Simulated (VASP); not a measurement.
GaP (zinc blende) at three volumes. Level of theory: G0W0 on PBE orbitals, VASP's PBE PAW potentials (set 64) (plane waves; VASP). Numerical set-up: PREC = Normal, 500 eV cut-off, 4×4×4 Γ-centred mesh, Gaussian smearing of 0.010 eV, potentials Ga_d_GW P_GW.

The mesh is coarse and the basis finite, so the quasiparticle values are not converged.

| V (Å³/atom) | PBE gap on the mesh (eV) | G0W0 gap (eV) | PBE direct gap (eV) | G0W0 direct gap (eV) |
|---|---|---|---|---|
| 19.43 | 1.54 | 2.07 | 2.16 | 3.08 |
| 20.23 | 1.63 | 2.13 | 1.82 | 2.71 |
| 21.04 | 1.49 | 2.18 | 1.49 | 2.35 |

Task: Estimate the volume deformation potential dE/d ln V of the smallest direct gap at both levels.

Result: From the outer points, -8.4 eV in PBE and -9.1 eV in G0W0.

Runs of the series that failed, ran out of time, didn't relax or are held back are left out.

The compound is GaP in the zinc blende structure.
